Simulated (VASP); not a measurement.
# Fe on the In site in InSe, part 9 of 9

Aim: the formation energy and local structure of Fe on the In site in InSe. The start is a cell from a database of measured crystal structures.

VASP 6.6.1, plane waves and PAW; the level of theory is named at each step.

So far. Step 9 (Relaxing the defect, charge -1): The 4 first neighbours (In and Se) lie 2.69 Å from the site on average (2.66 to 2.77) in the perfect crystal and 2.47 Å on average from the atom on it after the relaxation (-7.9 %, spread from 2.40 to 2.68 Å). Step 9 (Relaxing the defect, charge -1): Levels at the Fermi energy are partly filled: the carrier is shared among close levels or spread over a band.

The database entry behind the starting cell differs from later determinations by our own check (c about 1.7 % long), so it need not match the best structure at ambient conditions.

## 10. Relaxing the defect, charge -2

Level of this step: PBEsol, spin-polarised from a ferromagnetic start; plane waves and PAW (Fe, In, Se) (VASP).

This cell carries charge -2, set by NELECT and balanced by a uniform background.

The input, INCAR:

```
SYSTEM = In15FeSe16
PREC = Normal
ENCUT = 300
EDIFF = 1E-05
NELM = 120
ISMEAR = 0
SIGMA = 0.05
LREAL = Auto
ALGO = Fast
GGA = PS
NELECT = 151
NBANDS = 100
ISPIN = 2
MAGMOM = 3.5 0 0 0 0 0 0 0 0 0 0 0 0 0 0 0 0 0 0 0 0.6 0.6 0.6 0 0 0 0 0 0 0 0 0
LASPH = .TRUE.
LMAXMIX = 4
LORBIT = 11
LWAVE = True
LCHARG = .FALSE.
NCORE = 4
IBRION = 2
NSW = 50
ISIF = 2
EDIFFG = -0.03
POTIM = 0.4
MAXMIX = 40
ISYM = 0
```

The input, POSCAR:

```
In15FeSe16
1.0
    8.0574741478      0.0000000000      0.0000000000
   -4.0287370740      6.9779773024      0.0000000000
    0.0000000000      0.0000000000     17.0109036546
Fe In Se
1 15 16
Direct
    0.3329135200      0.1644192500      0.8306636400
    0.3333333300      0.6666666700      0.8313921100
    0.8333333300      0.1666666700      0.8313921100
    0.8333333300      0.6666666700      0.8313921100
    0.1666666700      0.3333333300      0.3313921100
    0.1666666700      0.8333333300      0.3313921100
    0.6666666700      0.3333333300      0.3313921100
    0.6666666700      0.8333333300      0.3313921100
    0.3312535700      0.1700337500      0.6722350400
    0.3333333300      0.6666666700      0.6686078900
    0.8333333300      0.1666666700      0.6686078900
    0.8333333300      0.6666666700      0.6686078900
    0.1666666700      0.3333333300      0.1686078900
    0.1666666700      0.8333333300      0.1686078900
    0.6666666700      0.3333333300      0.1686078900
    0.6666666700      0.8333333300      0.1686078900
    0.3333333300      0.1666666700      0.4070008600
    0.3333333300      0.6666666700      0.4070008600
    0.8333333300      0.1666666700      0.4070008600
    0.8333333300      0.6666666700      0.4070008600
    0.1686566800      0.3324875400      0.9066856300
    0.1676717300      0.8361272800      0.9051202900
    0.6557386400      0.3228695100      0.9091148100
    0.6666666700      0.8333333300      0.9070008600
    0.3333333300      0.1666666700      0.0929991400
    0.3333333300      0.6666666700      0.0929991400
    0.8333333300      0.1666666700      0.0929991400
    0.8333333300      0.6666666700      0.0929991400
    0.1666666700      0.3333333300      0.5929991400
    0.1666666700      0.8333333300      0.5929991400
    0.6666666700      0.3333333300      0.5929991400
    0.6666666700      0.8333333300      0.5929991400
```

The input, KPOINTS:

```
Automatic mesh
0
Gamma
2 2 1
0 0 0
```

Potentials, in the order of the species: Fe, In and Se (PBE family, release 64).

Started as:

```console
$ mpirun -np 4 vasp_std
```

The program printed:

```text
[... set-up lines as in an earlier step ...]
 entering main loop
       N       E                     dE             d eps       ncg     rms          rms(c)
DAV:   1     0.644839204407E+03    0.64484E+03   -0.39263E+04  1616   0.780E+02
DAV:   2    -0.458615051642E+02   -0.69070E+03   -0.65994E+03  1908   0.171E+02
DAV:   3    -0.124408338962E+03   -0.78547E+02   -0.76821E+02  1920   0.642E+01
DAV:   4    -0.127600278286E+03   -0.31919E+01   -0.31545E+01  2120   0.175E+01
DAV:   5    -0.127689839121E+03   -0.89561E-01   -0.89365E-01  2000   0.228E+00BRMIX: very serious problems
 the old and the new charge density differ
 old charge density:   149.00000 new  151.00000
    0.253E+01
RMM:   6    -0.144894203815E+03   -0.17204E+02   -0.10996E+02  1828   0.281E+01    0.690E+01
RMM:   7    -0.126960163800E+03    0.17934E+02   -0.22321E+01  1622   0.185E+01    0.316E+01
RMM:   8    -0.123100073767E+03    0.38601E+01   -0.10844E+01  1703   0.668E+00    0.194E+01
RMM:   9    -0.121176065499E+03    0.19240E+01   -0.24294E+00  1703   0.409E+00    0.742E+00
[...]
5 F= -.12171985E+03 E0= -.12171598E+03  d E =-.403572E-01  mag=     3.5071
   6 F= -.12172880E+03 E0= -.12172499E+03  d E =-.493007E-01  mag=     3.5078
   7 F= -.12174362E+03 E0= -.12173990E+03  d E =-.148273E-01  mag=     3.4978
   8 F= -.12175055E+03 E0= -.12174700E+03  d E =-.217566E-01  mag=     3.4986
   9 F= -.12175285E+03 E0= -.12174925E+03  d E =-.240500E-01  mag=     3.5041
  10 F= -.12176299E+03 E0= -.12175903E+03  d E =-.101418E-01  mag=     3.5027
  11 F= -.12176475E+03 E0= -.12176047E+03  d E =-.119095E-01  mag=     3.5044
  12 F= -.12177114E+03 E0= -.12176675E+03  d E =-.638688E-02  mag=     3.5031
  13 F= -.12177189E+03 E0= -.12176744E+03  d E =-.713615E-02  mag=     3.5010
  14 F= -.12177220E+03 E0= -.12176775E+03  d E =-.744161E-02  mag=     3.5027
  15 F= -.12177668E+03 E0= -.12177240E+03  d E =-.447977E-02  mag=     3.5086
  16 F= -.12177704E+03 E0= -.12177283E+03  d E =-.484508E-02  mag=     3.5069
  17 F= -.12177956E+03 E0= -.12177519E+03  d E =-.251603E-02  mag=     3.5050
  18 F= -.12177963E+03 E0= -.12177526E+03  d E =-.258842E-02  mag=     3.5036
  19 F= -.12178076E+03 E0= -.12177636E+03  d E =-.112722E-02  mag=     3.5062
  20 F= -.12178088E+03 E0= -.12177648E+03  d E =-.124870E-02  mag=     3.5050
[...]
reached required accuracy - stopping structural energy minimisation
 writing wavefunctions
```

The job ended after 12 min (4 MPI ranks of Intel Xeon Platinum 8488C (Sapphire Rapids), shared host; peak memory 0.93 GiB).

From OUTCAR (step 10):

```text
  Total       15.8166838     15.8013350     13.2876993      0.0107583      0.0387938     -0.0013363
  in kB       26.4953803     26.4696686     22.2589419      0.0180218      0.0649856     -0.0022385
  external PRESSURE =      25.0746636 kB  Pullay stress =       0.0000000 kB

 POSITION                                       TOTAL-FORCE (eV/Angst)
 -----------------------------------------------------------------------------------
      2.00940      1.15814     14.40191        -0.000648      0.001319      0.005931
     -0.02536      4.63388     14.11137        -0.003563     -0.000001      0.002533
      6.04126      1.18618     14.11112        -0.001249     -0.001255      0.012441
      4.04876      4.63113     14.11402        -0.000126      0.000290      0.006766
      0.00148      2.32473      5.64360        -0.000471     -0.000222     -0.012567
     -2.01474      5.81630      5.64337         0.000896     -0.000040     -0.017120
      4.02720      2.32529      5.64365         0.000550     -0.000726     -0.014051
      2.01438      5.81421      5.63834        -0.000631      0.000126      0.008563
      2.01085      1.16215     11.74940        -0.003946      0.003584     -0.004460
     -0.02825      4.63703     11.32773         0.005618      0.001047     -0.002548
      6.04023      1.19441     11.32781         0.001140     -0.008071     -0.013464
      4.05152      4.63301     11.33055        -0.006732      0.006853     -0.010505
     -0.00173      2.32671      2.85964         0.001206      0.000244      0.019705
     -2.01469      5.81306      2.85897         0.001737      0.001886      0.024704
[...]
-----------------------------------------------------------------------------------
    total drift:                               -0.005099     -0.000826      0.105561

  FREE ENERGIE OF THE ION-ELECTRON SYSTEM (eV)
  ---------------------------------------------------
  free  energy   TOTEN  =      -121.7808786698 eV

  energy  without entropy=     -121.7720792125  energy(sigma->0) =     -121.77647894

 magnetization (x)
# of ion       s       p       d       tot
------------------------------------------
    1        0.024   0.065   2.940   3.028
    2       -0.006   0.008   0.006   0.008
    3       -0.007   0.008   0.006   0.008
    4       -0.007   0.008   0.006   0.008
    5       -0.002  -0.002  -0.002  -0.005
    6       -0.002  -0.002  -0.002  -0.005
    7       -0.002  -0.002  -0.002  -0.005
    8        0.001  -0.000  -0.000  -0.000
    9        0.027  -0.009   0.008   0.026
   10       -0.008  -0.002  -0.000  -0.011
   11       -0.008  -0.002  -0.000  -0.011
   12       -0.008  -0.002  -0.000  -0.011
   13       -0.002  -0.001  -0.002  -0.004
[...]
--------------------------------------------------
tot         -0.000   0.259   2.960   3.218

[... 3 parts as in an earlier step ...]

[... 1 further part left out ...]
[key lines of the parts left out:]
E-fermi :   3.4440
```

Relaxation path:

```tsv
step	energy less that of the first step (eV)	largest force (eV/Å)
1	0.0000	1.1974
2	-0.2223	0.9460
3	-0.4378	0.3800
4	-0.4394	0.3978
5	-0.4798	0.2596
6	-0.4887	0.2263
7	-0.5036	0.1806
8	-0.5105	0.2125
9	-0.5128	0.1571
10	-0.5229	0.1901
11	-0.5247	0.2546
12	-0.5311	0.1421
13	-0.5318	0.1220
14	-0.5321	0.0909
15	-0.5366	0.0744
16	-0.5370	0.0996
17	-0.5395	0.0536
18	-0.5396	0.0525
19	-0.5407	0.0316
20	-0.5408	0.0248
```

The atoms that moved most (Å):

```tsv
atom	dx	dy	dz	length
In9	0.027	-0.024	0.314	0.316
Fe1	-0.011	0.011	0.272	0.272
Se23	-0.051	0.011	-0.132	0.142
Se21	0.070	-0.051	-0.089	0.124
Se22	0.001	0.083	-0.065	0.105
Se31	-0.069	-0.040	0.012	0.080
Se30	-0.004	0.072	0.016	0.074
Se29	0.060	-0.036	0.011	0.071
```

Final coordinates:

```
Fe In Se
1.0
     8.05747    0.00000    0.00000
    -4.02874    6.97798    0.00000
     0.00000    0.00000   17.01090
Fe In Se
1 15 16
Cartesian
  2.0094 1.1581 14.4019
  -0.0254 4.6339 14.1114
  6.0413 1.1862 14.1111
  4.0488 4.6311 14.1140
  0.0015 2.3247 5.6436
  -2.0147 5.8163 5.6434
  4.0272 2.3253 5.6437
  2.0144 5.8142 5.6383
  2.0108 1.1622 11.7494
  -0.0282 4.6370 11.3277
  6.0402 1.1944 11.3278
  4.0515 4.6330 11.3306
  -0.0017 2.3267 2.8596
  -2.0147 5.8131 2.8590
  4.0301 2.3268 2.8595
  2.0138 5.8146 2.8546
  2.0144 1.1625 6.9428
  0.0048 4.6547 6.9301
  6.0429 1.1566 6.9302
  4.0237 4.6548 6.9306
  0.0894 2.2692 15.3344
  -2.0170 5.9172 15.3320
  3.9321 2.2642 15.3330
  2.0113 5.8109 15.3824
  2.0141 1.1629 1.5645
  0.0028 4.6537 1.5696
  6.0428 1.1591 1.5703
  4.0251 4.6539 1.5697
  0.0600 2.2904 10.0985
  -2.0185 5.8872 10.1033
  3.9602 2.2863 10.0992
  2.0133 5.8148 10.0563
```

The run ended after 20 ionic steps, 0.541 eV below its first step, once the forces on the free atoms met EDIFFG = -0.03.

The 4 first neighbours (In and Se) lie 2.69 Å from the site on average (2.66 to 2.77) in the perfect crystal and 2.47 Å on average from the atom on it after the relaxation (-8.1 %, spread from 2.41 to 2.65 Å).

Levels at the Fermi energy are partly filled: the carrier is shared among close levels or spread over a band.

## 11. Comparing the runs

Times are for 4 MPI ranks of Intel Xeon Platinum 8488C (Sapphire Rapids), shared host. The runs compared:

```tsv
no.	charge	electrons	time	memory (GiB)
1	-2	151	12 min	0.93
2	-1	150	10 min	0.93
3	0	149	14 min	0.9
```

## 12. Putting the energies together

This step: point defect, PBEsol; plane waves and PAW (VASP 6.6.1).

This step runs nothing: it gathers the runs above.

This step gave:

| Item | Value |
| --- | --- |
| formation energy of the neutral defect | 1.948 eV |
| gap of the perfect supercell, on its mesh | 0.3916 eV |
| dielectric constant in the correction | 15.29 |
| host formation enthalpy | -0.4540 eV/atom |

Formation energies (In from its element, Fe from its element), with the Fermi level at the valence top and at the conduction bottom (gap 0.39 eV):

```tsv
charge	at valence top (eV)	at conduction bottom (eV)	correction included (eV)
0	1.95	1.95	0.00
−1	2.20	1.81	0.07
−2	2.92	2.14	0.27
```

```tsv
Fermi level (eV)	lowest formation energy (eV)
0.00	1.95
0.04	1.95
0.07	1.95
0.11	1.95
0.14	1.95
0.18	1.95
0.21	1.95
0.25	1.95
0.28	1.92
0.32	1.88
0.36	1.85
0.39	1.81
```

E_f is E(defect cell) less E(perfect cell), corrected for the atoms exchanged with their references. For charge q, q times the Fermi level (the perfect cell's valence-band top plus E_F) and an image-charge term are added.

References, in eV an atom: Fe -8.927 (crystal Im-3m), In -2.971 (crystal I4/mmm) and Se -3.853 (crystal P3_121). They were run at the supercell's cutoff and functional, without U, and count both elements from their own phases.

By charge state:

```tsv
charge	formation energy, Fermi level at the valence-band top (eV)	of which image charge (eV)	shift of the far core potentials (eV)	moment (μB)	largest move from the displaced start (Å)
-2	2.922	0.267	-0.477	3.50	0.32
-1	2.202	0.067	-0.361	4.16	0.37
0	1.948	0.000	-0.210	4.41	0.39
```

The image-charge term is the point-charge Madelung energy over a dielectric constant of 15.29 (electrons and ions), scaled by 1 − (1 − 1/ε)/3. The potential shift aligns the single-particle levels and is not added to the energies; levels within 0.4 eV of an edge, or in cells whose shift exceeds 0.2 eV, are left out, since at this cell size they may be band states; some may be the defect's own. The shift reaches 0.48 eV here; since it is left out, levels between charges can be wrong by as much, and with them the order of the charges.

Levels between neighbouring charges run, above the valence-band top: (-1/-2) at 0.72 eV and (0/-1) at 0.25 eV. The gap of the perfect cell on its mesh is 0.39 eV; a level outside it means that one of its two charges is never the lower one for a Fermi level in the gap.

## 13. Outcome

| Item | Value |
| --- | --- |
| formation energy at charge -2 | 2.922 eV |
| formation energy at charge -1 | 2.202 eV |
| formation energy at charge 0 | 1.948 eV |
| gap of the perfect supercell, on its mesh | 0.392 eV |
| host formation enthalpy | -0.454 eV/atom |

In words: Fe on the In site costs 2.92 eV at charge -2, 2.20 eV at charge -1 and 1.95 eV at charge 0 with the Fermi level at the valence-band top, with every exchanged atom at the energy of its element. At charge 0: The 4 first neighbours (In and Se) lie 2.69 Å from the site on average (2.66 to 2.77) in the perfect crystal and 2.46 Å on average from the atom on it after the relaxation (-8.4 %, spread from 2.38 to 2.71 Å). At charge -1: The 4 first neighbours (In and Se) lie 2.69 Å from the site on average (2.66 to 2.77) in the perfect crystal and 2.47 Å on average from the atom on it after the relaxation (-7.9 %, spread from 2.40 to 2.68 Å). At charge -2: The 4 first neighbours (In and Se) lie 2.69 Å from the site on average (2.66 to 2.77) in the perfect crystal and 2.47 Å on average from the atom on it after the relaxation (-8.1 %, spread from 2.41 to 2.65 Å). The crystal is layered and no dispersion term is used, so the spacing and binding between its layers, and what hangs on them, are unreliable. With the Fermi level at the valence-band top the lowest of the charge states run is 0, and at the conduction-band bottom -1. Semilocal functionals make the gap too small, so transition levels near the band edges are uncertain. At charge -2 the Fermi energy lies 0.4 eV above the perfect cell's conduction-band bottom, before alignment: the electron seems to fill the band on a coarse mesh, which would make that state too costly. The supercell of 32 atoms is small, so interactions between images remain.

[Lines on the potential files, build, host, timing and source positions are cut from VASP's logs without a mark.]

[Logs are printed without paths, hosts, clocks, repeated set-up lines and the standing remarks that a program may print on its own settings, such as how far it seeks lower states.]

[Hosts, paths, dates, database ids (printed as entryN), source tags and the programs' standing remarks are cut or masked in the printed files.]

[In band tables of VASP the shares of atoms and orbitals are scaled to a sum of 1 inside the atoms' spheres.]

[Runs that stopped without an error message from VASP are left out.]
